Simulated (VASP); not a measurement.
The cell holds one RbBr (rock salt) (110) slab, with vacuum along c, ions free to move until forces fall under 0.03 eV/Å, no reconstruction beyond this cell, dipole correction on. Ionisation potential and electron affinity count from the cell's own band edges, surface states included.

Data:

```
CELL_PARAMETERS angstrom
      4.89515     0.00000     0.00000
      0.00000     6.92279     0.00000
      0.00000     0.00000    24.86168
ATOMIC_POSITIONS crystal
  Rb 0.00000 0.00000 0.35527
  Rb 0.50000 0.50000 0.44777
  Rb 0.00000 0.00000 0.55223
  Rb 0.50000 0.50000 0.64473
  Br 0.50000 0.00000 0.44859
  Br 0.00000 0.50000 0.35379
  Br 0.50000 0.00000 0.64621
  Br 0.00000 0.50000 0.55141
```

These are r2SCAN meta-GGA, VASP's PBE PAW potentials (set 64) (plane waves; VASP 6.6.1) values and carry that method's errors. Run with 400 eV cut-off, 4×3×1 Γ-centred mesh, Gaussian smearing of 0.050 eV, potentials Rb_sv Br.

Slab and bulk use different k-meshes, so the surface energy is good to a few per cent at best.

The surface energy is 0.23 J/m². The ionisation potential is 5.68 eV and the electron affinity is 1.21 eV. The band gap (on the k-mesh) is 4.47 eV.

The cell is a thin slab with vacuum, built from RbBr (rock salt): (110) face.
